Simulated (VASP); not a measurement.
# LiTlF4 (P4/mmm) in VASP: band structure with LDA

Aim: the band structure of LiTlF4 with LDA.

Program: VASP 6.6.1. These are calculated values, not measurements. Logs are shortened: lines on timing, memory, paths and dates and some standing lists are left out, and cuts for length are marked.

## (1) The structure

Symmetry: P4/mmm, No. 123, tetragonal system. The conventional cell has a = 3.538 Å, b = 3.538 Å, c = 5.993 Å, α = 90.00°, β = 90.00°, γ = 90.00°. Li (site symmetry 4/mmm) has 10 F at 2.37 to 2.58 Å as nearest neighbours. Tl (site symmetry 4/mmm) has 10 F at 2.37 to 2.58 Å as nearest neighbours. F (site symmetry 4mm) has 1 F at 1.26 Å as nearest neighbours. F (site symmetry 4mm) has 1 F at 1.26 Å as nearest neighbours.

The cell was built by a generator and needn't be a form met in nature.

## (2) Band structure, LDA

INCAR

```
PREC = Accurate
ENCUT = 520
EDIFF = 1E-7
ISMEAR = -1
SIGMA = 0.02
LREAL = False
LASPH = True
NELM = 60
ALGO = Normal
ISIF = 2
LWAVE = False
LCHARG = False
GGA = CA
NBANDS = 31
```

LiTlF4.cif

```cif
data_LiTlF4
_cell_length_a 3.53823674
_cell_length_b 3.53823674
_cell_length_c 5.99258643
_cell_angle_alpha 90.00000000
_cell_angle_beta 90.00000000
_cell_angle_gamma 90.00000000
_space_group_name_H-M_alt 'P4/mmm'
_space_group_name_Hall '-P 4 2'
_space_group_IT_number 123
loop_
_space_group_symop_operation_xyz
'x,y,z'
'-x,-y,-z'
'-y,x,z'
'y,-x,-z'
'-x,-y,z'
'x,y,-z'
'y,-x,z'
'-y,x,-z'
'x,-y,-z'
'-x,y,z'
'-y,-x,-z'
'y,x,z'
'-x,y,-z'
'x,-y,z'
'y,x,-z'
'-y,-x,z'
loop_
_atom_site_label
_atom_site_type_symbol
_atom_site_symmetry_multiplicity
_atom_site_Wyckoff_symbol
_atom_site_fract_x
_atom_site_fract_y
_atom_site_fract_z
_atom_site_occupancy
Li1 Li 1 d 0.5000000000 0.5000000000 0.5000000000 1
Tl1 Tl 1 a 0.0000000000 0.0000000000 0.0000000000 1
F1 F 2 g 0.0000000000 0.0000000000 0.6049659800 1
F2 F 2 h 0.5000000000 0.5000000000 0.1051210000 1
```

KPOINTS

```
Automatic mesh
0
Gamma
  8 8 5
```

POSCAR

```
Li Tl F 
 1.0000000000000000
     3.5382367399999999    0.0000000000000000    0.0000000000000000
     0.0000000000000000    3.5382367399999999    0.0000000000000000
     0.0000000000000000    0.0000000000000000    5.9925864300000002
 Li  Tl  F  
   1   1   4
Cartesian
  1.7691183699999999  1.7691183699999999  2.9962932150000001
  0.0000000000000000  0.0000000000000000  0.0000000000000000
  0.0000000000000000  0.0000000000000000  3.6253109223596516
  0.0000000000000000  0.0000000000000000  2.3672755076403487
  1.7691183699999999  1.7691183699999999  0.6299466781080301
  1.7691183699999999  1.7691183699999999  5.3626397518919697
```

KPOINTS_OPT

```
path GXMGZRAZ,XR,MA
20
line-mode
reciprocal
 0.0000000000  0.0000000000  0.0000000000  G
 0.0000000000  0.5000000000  0.0000000000  X

 0.0000000000  0.5000000000  0.0000000000  X
 0.5000000000  0.5000000000  0.0000000000  M

 0.5000000000  0.5000000000  0.0000000000  M
 0.0000000000  0.0000000000  0.0000000000  G

 0.0000000000  0.0000000000  0.0000000000  G
 0.0000000000  0.0000000000  0.5000000000  Z

 0.0000000000  0.0000000000  0.5000000000  Z
 0.0000000000  0.5000000000  0.5000000000  R

 0.0000000000  0.5000000000  0.5000000000  R
 0.5000000000  0.5000000000  0.5000000000  A

 0.5000000000  0.5000000000  0.5000000000  A
 0.0000000000  0.0000000000  0.5000000000  Z

 0.0000000000  0.5000000000  0.0000000000  X
 0.0000000000  0.5000000000  0.5000000000  R

 0.5000000000  0.5000000000  0.0000000000  M
 0.5000000000  0.5000000000  0.5000000000  A
```

Potentials or basis: VASP PAW LDA potentials, release 64 (Li_sv, Tl_d, F).

Launch:

```
> ase convert -i cif -o vasp LiTlF4.cif POSCAR
> cat potpaw_LDA.64/Li_sv/POTCAR potpaw_LDA.64/Tl_d/POTCAR potpaw_LDA.64/F/POTCAR > POTCAR
> mpirun -np 1 vasp_std > vasp.out
```

OUTCAR:

```text
PREC = Accurate
   ENCUT = 520
   EDIFF = 1E-7
   ISMEAR = -1
   LREAL = False
   LASPH = True
   NELM = 60
   ISIF = 2
   GGA = CA

 ion  position               nearest neighbor table
   1  0.500  0.500  0.500-
   2  0.000  0.000  0.000-   3 2.37   4 2.37   5 2.58   6 2.58   5 2.58   6 2.58   5 2.58   6 2.58
                             5 2.58   6 2.58
   3  0.000  0.000  0.605-   4 1.26   2 2.37
   4  0.000  0.000  0.395-   3 1.26   2 2.37
   5  0.500  0.500  0.105-   6 1.26   2 2.58   2 2.58   2 2.58   2 2.58
   6  0.500  0.500  0.895-   5 1.26   2 2.58   2 2.58   2 2.58   2 2.58

  LATTYP: Found a simple tetragonal cell.
 ALAT       =     3.5382367400
 C/A-ratio  =     1.6936646331

  Lattice vectors:

 A1 = (   3.5382367400,   0.0000000000,   0.0000000000)
 A2 = (   0.0000000000,   3.5382367400,   0.0000000000)
 A3 = (   0.0000000000,   0.0000000000,   5.9925864300)

Analysis of symmetry for initial positions (statically):
=====================================================================
 Subroutine PRICEL returns:
 Original cell was already a primitive cell.

 Routine SETGRP: Setting up the symmetry group for a
 simple tetragonal supercell.

 Subroutine GETGRP returns: Found 16 space group operations
 (whereof 16 operations were pure point group operations)
 out of a pool of 16 trial point group operations.

The static configuration has the point symmetry D_4h.

Analysis of symmetry for dynamics (positions and initial velocities):
=====================================================================
 Subroutine PRICEL returns:
 Original cell was already a primitive cell.

 Routine SETGRP: Setting up the symmetry group for a
 simple tetragonal supercell.

 Subroutine GETGRP returns: Found 16 space group operations
 (whereof 16 operations were pure point group operations)
 out of a pool of 16 trial point group operations.

The dynamic configuration has the point symmetry D_4h.

 Subroutine INISYM returns: Found 16 space group operations
 (whereof 16 operations are pure point group operations),
 and found     1 'primitive' translations

----------------------------------------------------------------------------------------

                                     Primitive cell

  volume of cell :      75.0219

  direct lattice vectors                    reciprocal lattice vectors
     3.538236740  0.000000000  0.000000000     0.282626651  0.000000000  0.000000000
     0.000000000  3.538236740  0.000000000     0.000000000  0.282626651  0.000000000
     0.000000000  0.000000000  5.992586430     0.000000000  0.000000000  0.166872854

  length of vectors
     3.538236740  3.538236740  5.992586430     0.282626651  0.282626651  0.166872854

  position of ions in fractional coordinates (direct lattice)
     0.500000000  0.500000000  0.500000000
     0.000000000  0.000000000  0.000000000
     0.000000000  0.000000000  0.604965980
     0.000000000  0.000000000  0.395034020
     0.500000000  0.500000000  0.105121000
     0.500000000  0.500000000  0.894879000

  ion indices of the primitive-cell ions
   primitive index   ion index
                 1           1
                 2           2
                 3           3
                 4           4
                 5           5
                 6           6

----------------------------------------------------------------------------------------

 KPOINTS: Automatic mesh

Automatic generation of k-mesh.
 Grid dimensions read from file:
 generate k-points for:    8    8    5

 Generating k-lattice:

  Cartesian coordinates                     Fractional coordinates (reciprocal lattice)
     0.035328331  0.000000000  0.000000000     0.125000000  0.000000000  0.000000000
     0.000000000  0.035328331  0.000000000     0.000000000  0.125000000  0.000000000
     0.000000000  0.000000000  0.033374571     0.000000000  0.000000000  0.200000000

  Length of vectors
     0.035328331  0.035328331  0.033374571

  Shift w.r.t. Gamma in fractional coordinates (k-lattice)
     0.000000000  0.000000000  0.000000000

 Subroutine IBZKPT returns following result:
 ===========================================

 Found     45 irreducible k-points:

 Following reciprocal coordinates:
            Coordinates               Weight
  0.000000  0.000000  0.000000      1.000000
  0.125000  0.000000  0.000000      4.000000
  0.250000  0.000000  0.000000      4.000000
  0.375000  0.000000  0.000000      4.000000
  0.500000  0.000000  0.000000      2.000000
  0.125000  0.125000  0.000000      4.000000
[... 16 lines left out ...]
  0.375000  0.125000  0.200000     16.000000
  0.500000  0.125000  0.200000      8.000000
 [... further k-points ...]
   k-points           NKPTS =     45   k-points in BZ     NKDIM =     45   number of bands    NBANDS=     31
   number of dos      NEDOS =    301   number of ions     NIONS =      6
   total plane-waves  NPLWV =  37632
   dimension x,y,z NGX =    28 NGY =   28 NGZ =   48
   dimension x,y,z NGXF=    56 NGYF=   56 NGZF=   96
   ions per type =               1   1   4
   NGX,Y,Z   is equivalent  to a cutoff of  13.16, 13.16, 13.32 a.u.
   NGXF,Y,Z  is equivalent  to a cutoff of  26.31, 26.31, 26.63 a.u.
 SYSTEM =  unknown system
   PREC   = accura    normal or accurate (medium, high low for compatibility)
   ISTART =      0    job   : 0-new  1-cont  2-samecut
   ICHARG =      2    charge: 1-file 2-atom 10-const
   ISPIN  =      1    spin polarized calculation?
   LNONCOLLINEAR =      F non collinear calculations
   LSORBIT =      F    spin-orbit coupling
   LASPH  =      T    aspherical Exc in radial PAW
   ENCUT  =  520.0 eV  38.22 Ry    6.18 a.u.   6.58  6.58 11.14*2*pi/ulx,y,z
   NELM   =     60;   NELMIN=  2; NELMDL= -5     # of ELM steps
   EDIFF  = 0.1E-06   stopping-criterion for ELM
   LREAL  =      F    real-space projection
   EDIFFG = 0.1E-05   stopping-criterion for IOM
   NSW    =      0    number of steps for IOM
   IBRION =     -1    ionic relax: 0-MD 1-quasi-New 2-CG
   NFREE  =      0    steps in history (QN), initial steepest desc. (CG)
   ISIF   =      2    stress and relaxation
   ISYM   =      2    0-nonsym 1-usesym 2-fastsym
   POTIM  = 0.5000    time-step for ionic-motion
   TEBEG  =    0.0;   TEEND  =   0.0 temperature during run
   PSTRESS=    0.0 pullay stress
   NELECT =      44.0000    total number of electrons
   NUPDOWN=      -1.0000    fix difference up-down
   EMIN   =  10.00;   EMAX   =-10.00  energy-range for DOS
   EFERMI =   0.00;   METHOD = LEGACY
   ISMEAR =    -1;   SIGMA  =   0.02  broadening in eV -4-tet -1-fermi 0-gaus
   EFERMI_NEDOS =   21; number of points for ismear=-14 and -15
   IALGO  =     38    algorithm
   IMIX   =      4    mixing-type and parameters
     AMIX     =   0.40;   BMIX     =  1.00
     AMIX_MAG =   1.60;   BMIX_MAG =  1.00
  volume/ion in A,a.u.               =      12.50        84.38
  Fermi-wavevector in a.u.,A,eV,Ry     =   1.370344  2.589575 25.549612  1.877843
  Thomas-Fermi vector in A             =   2.496139
   LORBIT       =      0    0 simple, 1 ext, 2 COOP (PROOUT), +10 PAW based schemes
   GGA     = CA    functional components
   LHFCALC =     F    Hartree Fock is set to
   AEXX    =    0.0000 exact exchange contribution
   IVDW    =     0    specifies the selected vdW correction
   LEPSILON=     F    determine dielectric tensor
   LRPA    =     F    only Hartree local field effects (RPA)
 non-spin polarized calculation
  energy-cutoff  :      520.00
  volume of cell :       75.02
 maximum number of plane-waves:      2063
 NGX is ok and might be reduce to    28
   NGX = 13   NGY = 13   NGZ = 23

 number of electron      44.0000062 magnetization

 Free energy of the ion-electron system (eV)
  ---------------------------------------------------
  ext. energy  EPLUGINS =         0.00000000
  ---------------------------------------------------
  free energy    TOTEN  =        -9.65144828 eV

  energy without entropy =       -9.64310564  energy(sigma->0) =       -9.64727696

 E-fermi :   6.1478     XC(G=0): -10.3890

 val. band max:        6.1451892560   @ k =   0.5000   0.2500   0.4000
 cond. band min:       6.1487033468   @ k =   0.5000   0.0000   0.2000
 fundamental gap:      0.0035140908
 Fermi energy:         6.1477502127

 k-point     1 :       0.0000    0.0000    0.0000
  band No.  band energies     occupation
      1     -42.0140      2.00000
      2     -27.2282      2.00000
      3     -27.0280      2.00000
      4     -17.6714      2.00000
      5     -17.2038      2.00000
      6      -8.6127      2.00000
[... 23 lines left out ...]
     30      14.1742      0.00000
     31      14.1742      0.00000

 k-point     2 :       0.1250    0.0000    0.0000
  band No.  band energies     occupation
      1     -42.0137      2.00000
      2     -27.2244      2.00000
      3     -27.0228      2.00000
      4     -17.6549      2.00000
      5     -17.2142      2.00000
      6      -8.5945      2.00000
[... 23 lines left out ...]
     30      13.9740      0.00000
     31      14.1132      0.00000

 k-point     3 :       0.2500    0.0000    0.0000
  band No.  band energies     occupation
      1     -42.0132      2.00000
      2     -27.2156      2.00000
      3     -27.0110      2.00000
      4     -17.6127      2.00000
      5     -17.2431      2.00000
      6      -8.5487      2.00000
[... 23 lines left out ...]
     30      13.5413      0.00000
     31      15.4521      0.00000

 k-point     4 :       0.3750    0.0000    0.0000
  band No.  band energies     occupation
      1     -42.0127      2.00000
      2     -27.2071      2.00000
      3     -26.9989      2.00000
      4     -17.5614      2.00000
      5     -17.2819      2.00000
      6      -8.4990      2.00000
[... 635 lines left out ...]
     30      13.1874      0.00000
     31      15.2888      0.00000

 k-point    23 :       0.3750    0.1250    0.2000
  band No.  band energies     occupation
      1     -42.0125      2.00000
      2     -27.2026      2.00000
      3     -26.9982      2.00000
      4     -17.5687      2.00000
      5     -17.2857      2.00000
      6      -8.2555      2.00000
[... 23 lines left out ...]
     30      12.7621      0.00000
     31      15.5185      0.00000

 k-point    24 :       0.5000    0.1250    0.2000
  band No.  band energies     occupation
      1     -42.0123      2.00000
      2     -27.1996      2.00000
      3     -26.9934      2.00000
      4     -17.5528      2.00000
      5     -17.2950      2.00000
      6      -8.2365      2.00000
[... 23 lines left out ...]
     30      12.4718      0.00000
     31      16.1839      0.00000

 [... further k-points ...]

------------------------ aborting loop because EDIFF is reached ----------------------------------------

  FORCE on cell =-STRESS in cart. coord.  units (eV):
  Direction    XX          YY          ZZ          XY          YZ          ZX
  --------------------------------------------------------------------------------------
  -------------------------------------------------------------------------------------
  Total        6.4879494      6.4879494     70.4838010      0.0000000     -0.0000000      0.0000000
  in kB      138.5574735    138.5574735   1505.2610239      0.0000000     -0.0000000      0.0000000
  external PRESSURE =     594.1253237 kB  Pullay stress =       0.0000000 kB

 VOLUME and BASIS-vectors are now :
 -----------------------------------------------------------------------------
  energy-cutoff  :      520.00
  volume of cell :       75.02
      direct lattice vectors                 reciprocal lattice vectors
     3.538236740  0.000000000  0.000000000     0.282626651  0.000000000  0.000000000
     0.000000000  3.538236740  0.000000000     0.000000000  0.282626651  0.000000000
     0.000000000  0.000000000  5.992586430     0.000000000  0.000000000  0.166872854

 POSITION                                       TOTAL-FORCE (eV/Angst)
 -----------------------------------------------------------------------------------
      1.76912      1.76912      2.99629        -0.000000      0.000000      0.000000
      0.00000      0.00000      0.00000        -0.000000      0.000000      0.000000
      0.00000      0.00000      3.62531        -0.000000     -0.000000     24.078203
      0.00000      0.00000      2.36728         0.000000     -0.000000    -24.078203
      1.76912      1.76912      0.62995        -0.000000      0.000000     26.865771
      1.76912      1.76912      5.36264        -0.000000     -0.000000    -26.865771
 -----------------------------------------------------------------------------------
    total drift:                                0.000000      0.000000     -0.000000

  FREE ENERGIE OF THE ION-ELECTRON SYSTEM (eV)
  ---------------------------------------------------
  free  energy   TOTEN  =        -9.6514482768 eV

  energy  without entropy=       -9.6431056357  energy(sigma->0) =       -9.64727696
```

Run time: 4 min. Hardware: 1 thread of Intel Xeon 6975P-C (Granite Rapids), shared host; peak memory 0.27 GiB.

Results:

```
Free energy             : -9.6514 eV
Largest force           : 26.866 eV/Å
Band gap along the path : none (metal or under the smearing width)
```

Forces on the atoms (eV/Å):
```
Li    0.000   0.000   0.000
Tl    0.000   0.000   0.000
F     0.000   0.000  24.078
F     0.000   0.000 -24.078
F     0.000   0.000  26.866
F     0.000   0.000 -26.866
```

Levels at the corners of the path, in eV from the Fermi level:
```
point  band 20  band 21  band 22  band 23  band 24  band 25
    Γ    -5.76    -5.76    -1.80     0.13     0.32     3.47
    X    -6.04    -3.77    -0.72    -0.50     0.02     1.69
    X    -6.04    -3.77    -0.72    -0.50     0.02     1.69
    M    -5.77    -4.51    -0.74     0.04     1.88     1.88
    M    -5.77    -4.51    -0.74     0.04     1.88     1.88
    Γ    -5.76    -5.76    -1.80     0.13     0.32     3.47
    Γ    -5.76    -5.76    -1.80     0.13     0.32     3.47
    Z    -5.90    -5.90    -1.48     1.25     1.79     3.83
    Z    -5.90    -5.90    -1.48     1.25     1.79     3.83
    R    -6.04    -4.55    -0.30    -0.07     1.47     1.50
    R    -6.04    -4.55    -0.30    -0.07     1.47     1.50
    A    -6.02    -5.47     0.06     1.54     2.20     2.20
    A    -6.02    -5.47     0.06     1.54     2.20     2.20
    Z    -5.90    -5.90    -1.48     1.25     1.79     3.83
    X    -6.04    -3.77    -0.72    -0.50     0.02     1.69
    R    -6.04    -4.55    -0.30    -0.07     1.47     1.50
    M    -5.77    -4.51    -0.74     0.04     1.88     1.88
    A    -6.02    -5.47     0.06     1.54     2.20     2.20
```

Caveat: the cutoff is under 1.25 times the usual one of these potentials, so pressure, stress and relaxed cells hold a basis-set (Pulay) error; a pressure of tens of GPa on the cell as given is suspect, and the run, the potentials or the cell itself is likely at fault; the standard files for N, O and F lose accuracy on very short bonds; spin-orbit coupling is left out, which moves the levels of the heavy elements; forces of over 1 eV/Å show positions far from the minimum, so gaps and moduli don't describe the material at rest.

## (3) The reference run

An earlier run on the cell as given: functional PBE; potentials or basis VASP PAW PBE potentials, release 64 (Li_sv, Tl_d, F); cutoff 520 eV; k mesh 8 × 8 × 5; occupations fermi-dirac, width 0.05 eV; no spin polarisation.

* Largest force: 28.424 eV/Å
* Band gap on the k mesh: none (metal or under the smearing width)
